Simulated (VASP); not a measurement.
# Sr2NiWO6 with r2SCAN: from relaxation to properties, part 3 of 7

Wanted: the relaxed cell of Sr2NiWO6 and its properties. The start is a cell from a database of measured crystal structures.

VASP 6.6.1, plane waves and PAW; the level of theory is named at each step.

Still holding for the runs below: The magnetic state follows from one typed start and may not be the lowest. Experiment finds antiferromagnetic order in this phase (a transition is listed at 56 K, arxiv:2303.14370), so this ferromagnetic run describes another state. The valence top and the conduction bottom belong to opposite spins.

So far, gap on the k-mesh (eV): step 3 (relaxing cell and atoms (r2SCAN)) 2.18.

## (4) Single point with fields (r2SCAN)

Level of this step: r2SCAN, spin-polarised from a ferromagnetic start (one magnetic atom a cell); plane waves and PAW (Sr_sv, Ni, W, O) (VASP).

A single point on the relaxed cell gives a clean self-consistent state, with density, ELF and potential written out.

File INCAR:

```
SYSTEM = Sr2NiWO6
PREC = Accurate
ENCUT = 520
EDIFF = 1E-06
NELM = 100
ISMEAR = 0
SIGMA = 0.05
LREAL = .FALSE.
ALGO = Normal
METAGGA = R2SCAN
LASPH = .TRUE.
NBANDS = 52
ISPIN = 2
MAGMOM = 0 0 1 0 0 0 0 0 0 0
LMAXMIX = 4
LORBIT = 11
LWAVE = .FALSE.
LCHARG = .TRUE.
ISIF = 2
LELF = .TRUE.
LVHAR = .TRUE.
```

File POSCAR:

```
Sr2NiWO6
1.0
   -2.7750362826      2.7750388521      3.9742880162
    2.7750362826     -2.7750388521      3.9742880162
    2.7750388521      2.7750362826     -3.9742880162
Sr Ni W O
2 1 1 6
Direct
    0.7500000000      0.2500000000      0.5000000000
    0.2500000000      0.7500000000      0.5000000000
    0.0000000000      0.0000000000      0.0000000000
    0.5000000000      0.5000000000      0.0000000000
    0.2241369928      0.2914338586      0.5155708514
    0.2914338586      0.7758630072      0.0672968658
    0.7758630072      0.7085661414      0.4844291486
    0.7085661414      0.2241369928      0.9327031342
    0.2580131857      0.2580131857      0.0000000000
    0.7419868143      0.7419868143      0.0000000000
```

File KPOINTS:

```
Automatic mesh
0
Gamma
6 6 6
0 0 0
```

Potentials, in the order of the species: Sr_sv, Ni, W and O (PBE family, release 64).

The run is started by

```console
$ mpirun -np 8 vasp_std
```

The program printed:

```text
[banner, memory and clock lines left out]
running    8 mpi-ranks, on    1 nodes
 distrk:  each k-point on    8 cores,    1 groups
 distr:  one band on    1 cores,    8 groups

 POSCAR found type information on POSCAR SrNiW O
 POSCAR found :  4 types and      10 ions
 [... a notice as in an earlier step ...]

 [... a notice as in an earlier step ...]

 LDA part: xc-table for (None), standard interpolation
|                                                                             |
|           W    W    AA    RRRRR   N    N  II  N    N   GGGG   !!!           |
|           W    W   A  A   R    R  NN   N  II  NN   N  G    G  !!!           |
|           W    W  A    A  R    R  N N  N  II  N N  N  G       !!!           |
|           W WW W  AAAAAA  RRRRR   N  N N  II  N  N N  G  GGG   !            |
|           WW  WW  A    A  R   R   N   NN  II  N   NN  G    G                |
|           W    W  A    A  R    R  N    N  II  N    N   GGGG   !!!           |
|                                                                             |
|     The number of bands has been changed from the values supplied in        |
|     The orbitals not found in the WAVECAR file will be initialized with     |
|     random numbers, which is usually adequate. For correlated               |
|     calculations, however, you should redo the groundstate calculation.     |
|     I found NBANDS = 52. Now, NBANDS = 56.                                  |
|                                                                             |

 POSCAR, INCAR and KPOINTS ok, starting setup
 FFT: planning ... GRIDC
 FFT: planning ... GRID_SOFT
 FFT: planning ... GRID
 WAVECAR not read
 entering main loop
       N       E                     dE             d eps       ncg     rms          rms(c)
DAV:   1     0.548281817972E+03    0.54828E+03   -0.34907E+04  8064   0.134E+03
DAV:   2    -0.114151007294E+03   -0.66243E+03   -0.61181E+03  8712   0.376E+02
DAV:   3    -0.186560594582E+03   -0.72410E+02   -0.69815E+02 10200   0.129E+02
DAV:   4    -0.190312108166E+03   -0.37515E+01   -0.37026E+01 12840   0.239E+01
DAV:   5    -0.190410321923E+03   -0.98214E-01   -0.98078E-01 10952   0.351E+00    0.611E+01
DAV:   6    -0.156254884360E+03    0.34155E+02   -0.86164E+01 11272   0.598E+01    0.341E+01
DAV:   7    -0.155090210233E+03    0.11647E+01   -0.15950E+01  9992   0.652E+01    0.205E+01
DAV:   8    -0.155603315348E+03   -0.51311E+00   -0.34173E+00 11608   0.101E+01    0.131E+01
DAV:   9    -0.155614035885E+03   -0.10721E-01   -0.32201E-01 11688   0.522E+00    0.286E+00
DAV:  10    -0.155621744295E+03   -0.77084E-02   -0.90048E-02 11464   0.280E+00    0.100E+00
DAV:  11    -0.155623289299E+03   -0.15450E-02   -0.12174E-02 11904   0.125E+00    0.573E-01
DAV:  12    -0.155623434656E+03   -0.14536E-03   -0.26924E-03 10032   0.321E-01    0.285E-01
DAV:  13    -0.155623585680E+03   -0.15102E-03   -0.48319E-04 11008   0.211E-01    0.914E-02
DAV:  14    -0.155623602790E+03   -0.17110E-04   -0.98428E-05 10800   0.510E-02    0.403E-02
DAV:  15    -0.155623605883E+03   -0.30923E-05   -0.49060E-06 10080   0.212E-02    0.999E-03
DAV:  16    -0.155623604916E+03    0.96669E-06   -0.34660E-06  9344   0.224E-02
   1 F= -.15562360E+03 E0= -.15562360E+03  d E =-.136560E-23  mag=     2.0000
```

Run time: 5.1 min. Hardware: 8 MPI ranks of Intel Xeon Platinum 8259CL at 2.50GHz (Skylake/Cascade Lake), shared host; peak memory 1.9 GiB; 40 min of CPU time.

From OUTCAR (step 4):

```text
  LATTYP: Found a body centered tetragonal cell.
 ALAT       =     5.5500751347
 C/A-ratio  =     1.4321564735

The static configuration has the point symmetry C_4h.

 Found     36 irreducible k-points:

   k-points           NKPTS =     36   k-points in BZ     NKDIM =     36   number of bands    NBANDS=     56

   ENCUT  =  520.0 eV  38.22 Ry    6.18 a.u.  10.39 10.39 10.39*2*pi/ulx,y,z

   NELECT =      72.0000    total number of electrons

 E-fermi :   4.0841

 spin component 1
 k-point     1 :       0.0000    0.0000    0.0000
  band No.  band energies     occupation
    ...
     33       2.2841      1.00000
     34       2.2841      1.00000
     35       2.6729      1.00000
     36       2.7728      1.00000
     37       2.7729      1.00000
     38       6.5374      0.00000
     39       6.5374      0.00000
     40       6.6471      0.00000
     41       8.9153      0.00000
     42       9.3605      0.00000
    ...

 k-point     2 :       0.1667    0.0000   -0.0000
  band No.  band energies     occupation
    ...
     33       2.4223      1.00000
     34       2.6208      1.00000
     35       2.6693      1.00000
     36       2.8711      1.00000
     37       2.9552      1.00000
     38       6.5534      0.00000
     39       6.5836      0.00000
     40       6.6758      0.00000
     41       9.2371      0.00000
     42       9.7181      0.00000
    ...

 k-point     3 :       0.3333    0.0000   -0.0000
  band No.  band energies     occupation
    ...
     33       2.4346      1.00000
     34       2.4893      1.00000
     35       2.5284      1.00000
     36       3.4671      1.00000
     37       3.4846      1.00000
     38       6.5447      0.00000
     39       6.6184      0.00000
     40       6.7376      0.00000
     41      10.0560      0.00000
     42      10.4796      0.00000
    ...

 k-point     4 :       0.5000    0.0000    0.0000
  band No.  band energies     occupation
    ...
     33       2.4012      1.00000
     34       2.5086      1.00000
     35       2.5977      1.00000
     36       3.6953      1.00000
     37       3.7422      1.00000
     38       6.5226      0.00000
     39       6.6176      0.00000
     40       6.7662      0.00000
     41      10.8751      0.00000
     42      10.8842      0.00000
    ...

  Total       -0.0163012     -0.0163012     -0.0728171     -0.0000037      0.0000000      0.0000000
  in kB       -0.2133406     -0.2133406     -0.9529865     -0.0000488      0.0000000      0.0000000
  external PRESSURE =      -0.4598892 kB  Pullay stress =       0.0000000 kB

 POSITION                                       TOTAL-FORCE (eV/Angst)
 -----------------------------------------------------------------------------------
      0.00000      2.77504      1.98714         0.000000      0.000000      0.000000
      2.77504     -0.00000      1.98714         0.000000      0.000000      0.000000
      0.00000      0.00000      0.00000         0.000000      0.000000      0.000000
      0.00000      0.00000      3.97429         0.000000      0.000000      0.000000
      1.61748      1.24398      0.00000         0.003411      0.001562     -0.000000
      1.53106     -1.15756      3.97429        -0.001562      0.003411     -0.000000
      1.15756      1.53106      3.97429        -0.003411     -0.001562      0.000000
      1.24398      3.93259      0.00000         0.001562     -0.003411     -0.000000
      0.00000      0.00000      2.05084         0.000000      0.000000      0.000417
      0.00000      0.00000      5.89774         0.000000      0.000000     -0.000417
 -----------------------------------------------------------------------------------
    total drift:                                0.000000      0.000000      0.000000

  FREE ENERGIE OF THE ION-ELECTRON SYSTEM (eV)
  ---------------------------------------------------
  free  energy   TOTEN  =      -155.6236049159 eV

  energy  without entropy=     -155.6236049159  energy(sigma->0) =     -155.62360492

 total charge
# of ion       s       p       d       tot
------------------------------------------
    1        1.997   5.882   0.185   8.065
    2        1.997   5.882   0.185   8.065
    3        0.333   0.452   8.135   8.919
    4        0.720   1.165   4.111   5.997
    5        1.566   3.515   0.000   5.081
    6        1.566   3.515   0.000   5.081
    7        1.566   3.515   0.000   5.081
    8        1.566   3.515   0.000   5.081
    9        1.565   3.509   0.000   5.074
   10        1.565   3.509   0.000   5.074
--------------------------------------------------
tot         14.442  34.459  12.617  61.518

[... 4 parts as in an earlier step ...]

[... 11 further parts left out ...]
```

With spin, VASP writes an ELF for each channel.

This step gave:

| Item | Value |
| --- | --- |
| SCF cycles | 16 |
| bands | 56 |
| free energy (TOTEN) | -155.6236 eV |
| Fermi energy | 4.084 eV |
| pressure | -0.04599 GPa |
| least direct gap on the k-mesh | 2.318 eV |

Valence electrons inside each PAW sphere by angular momentum. Sphere charges, by row:

```
atom  s (e)  p (e)  d (e)  tot (e)
 Sr1  1.997  5.882  0.185    8.065
 Sr2  1.997  5.882  0.185    8.065
 Ni3  0.333  0.452  8.135    8.919
  W4   0.72  1.165  4.111    5.997
  O5  1.566  3.515      0    5.081
  O6  1.566  3.515      0    5.081
  O7  1.566  3.515      0    5.081
  O8  1.566  3.515      0    5.081
  O9  1.565  3.509      0    5.074
 O10  1.565  3.509      0    5.074
```

Spin density in the ac plane of the conventional cell at fractional y = 0.000, with atoms of Sr and Ni and W and O within 0.2 Å of it.

Ten even steps from '_' (0.0 e/Å³) to '@' (2.7 e/Å³), each cell a mean:
```
%%::________________________++
--__________________________..
______________________________
______________________________
______________________________
______________________________
______________________________
______________________________
______________________________
______________________________
______________________________
______________________________
______________________________
______________________________
______________________________
______________________________
______________________________
______________________________
______________________________
++__________________________--
@@--______________________..##
```
Columns run along a (5.6 Å), rows up along c (7.9 Å), edges of the conventional cell, whose origin can differ from the input's. Atoms in or near the plane, at fractional coordinates: Sr at (0.50, 0.75), Sr at (0.50, 0.25), Ni at (0.00, 0.00), W at (0.00, 0.50), O at (0.00, 0.26), O at (0.00, 0.74).

Valence density in the ac plane of the conventional cell at fractional y = 0.000, with atoms of Sr and Ni and W and O within 0.2 Å of it. It is the smooth field of the valence electrons, not physical close to the nuclei.

Values in e/Å³, 21 rows by 15 columns, each cell a mean:
```
 9  4  1  0  0  0  0  0  0  0  0  0  0  2  7
 2  1  0  0  0  0  0  0  0  0  0  0  0  1  2
 0  0  0  0  0  0  0  1  1  0  0  0  0  0  0
 2  1  0  0  0  1  2  2  2  1  0  0  0  1  1
 6  3  1  0  0  1  3  3  3  2  1  0  0  1  5
 7  3  1  0  0  1  3  3  3  2  1  0  0  2  6
 3  2  0  0  0  1  2  2  2  1  0  0  0  1  3
 1  1  0  0  0  0  0  1  1  0  0  0  0  0  1
 1  0  0  0  0  0  0  0  0  0  0  0  0  0  1
 1  0  0  0  0  0  0  0  0  0  0  0  0  0  1
 1  1  0  0  0  0  0  0  0  0  0  0  0  0  1
 1  0  0  0  0  0  0  0  0  0  0  0  0  0  1
 1  0  0  0  0  0  0  0  0  0  0  0  0  0  1
 1  1  0  0  0  0  1  1  1  1  0  0  0  1  1
 5  2  1  0  0  1  2  3  3  1  0  0  0  1  4
 7  3  1  0  0  1  3  3  3  2  1  0  0  2  6
 4  2  0  0  0  1  2  3  3  1  0  0  0  1  3
 1  1  0  0  0  0  1  2  1  1  0  0  0  0  1
 1  0  0  0  0  0  0  0  0  0  0  0  0  0  1
 4  2  0  0  0  0  0  0  0  0  0  0  0  1  4
11  5  1  0  0  0  0  0  0  0  0  0  0  2  9
```
Columns run along a (5.6 Å), rows up along c (7.9 Å), edges of the conventional cell, whose origin can differ from the input's. Atoms in or near the plane, at fractional coordinates: Sr at (0.50, 0.75), Sr at (0.50, 0.25), Ni at (0.00, 0.00), W at (0.00, 0.50), O at (0.00, 0.26), O at (0.00, 0.74).

Electrostatic potential energy in the ac plane of the conventional cell at fractional y = 0.000, with atoms of Sr and Ni and W and O within 0.2 Å of it. With pseudopotentials it is smooth inside the atoms' cores, unlike the true potential.

Values in eV, 21 rows by 15 columns, each cell a mean:
```
-52 -40  -9   1   4   3   3   2   3   3   4   3  -3 -25 -50
-30 -15  -2   2   3   2   0  -2  -1   1   2   3   0  -8 -25
 -4  -1   2   3   1  -3  -7 -10  -9  -5  -1   2   2   1  -3
-12  -2   3   2  -2  -9 -15 -19 -17 -12  -5   1   3   2  -8
-48 -24   1   2  -4 -13 -21 -28 -25 -16  -8   0   3  -8 -43
-49 -31   0   2  -4 -13 -21 -28 -25 -16  -8   0   2 -12 -48
-33 -11   1   2  -2  -9 -16 -20 -18 -12  -5   0   2  -3 -25
-11  -7  -2   1   0  -3  -8 -10  -9  -6  -1   1  -1  -5 -10
-24 -19 -10  -2   1   1  -1  -2  -2   0   2   0  -6 -15 -22
-35 -28 -16  -4   2   3   3   2   2   3   3  -1 -11 -23 -33
-37 -31 -18  -5   2   3   3   3   3   4   3  -1 -12 -26 -35
-31 -25 -14  -3   2   2   2   1   1   2   2   0  -9 -20 -29
-18 -14  -6   0   1  -1  -4  -5  -5  -2   1   1  -3 -10 -16
-13  -5   0   1  -1  -6 -11 -14 -13  -9  -3   1   1  -2 -10
-47 -22   1   2  -3 -11 -19 -24 -22 -15  -7   0   2  -7 -40
-48 -32   0   2  -5 -13 -22 -29 -26 -17  -8   0   2 -13 -49
-37 -13   2   2  -3 -11 -19 -24 -22 -15  -7   0   3  -3 -29
 -3   1   3   2  -1  -6 -12 -15 -13  -9  -3   1   3   2  -1
-11  -5   0   2   2  -1  -4  -6  -5  -2   1   3   2  -2  -9
-45 -26  -5   2   3   3   1   1   1   2   3   3  -1 -15 -39
-52 -45 -12   1   4   4   3   3   3   4   4   3  -4 -30 -52
```
Columns run along a (5.6 Å; values clipped at the 3rd and 97th percentile), rows up along c (7.9 Å), edges of the conventional cell, whose origin can differ from the input's. Atoms in or near the plane, at fractional coordinates: Sr at (0.50, 0.75), Sr at (0.50, 0.25), Ni at (0.00, 0.00), W at (0.00, 0.50), O at (0.00, 0.26), O at (0.00, 0.74).

In this run the pressure is -0.05 GPa, small enough to go on; single stress components reach 0.10 GPa.

(Part 3 of 7 ends here.)

[Lines on the potential files, build, host, timing and source positions are cut from VASP's logs without a mark.]

[Logs are printed without paths, hosts, clocks, repeated set-up lines and the standing remarks that a program may print on its own settings, such as how far it seeks lower states.]

[Hosts, paths, dates, database ids (printed as entryN), source tags and the programs' standing remarks are cut or masked in the printed files.]

[A measured line is paired with the nearest computed mode of its activity, which favours agreement.]

[In band tables of VASP the shares of atoms and orbitals are scaled to a sum of 1 inside the atoms' spheres.]
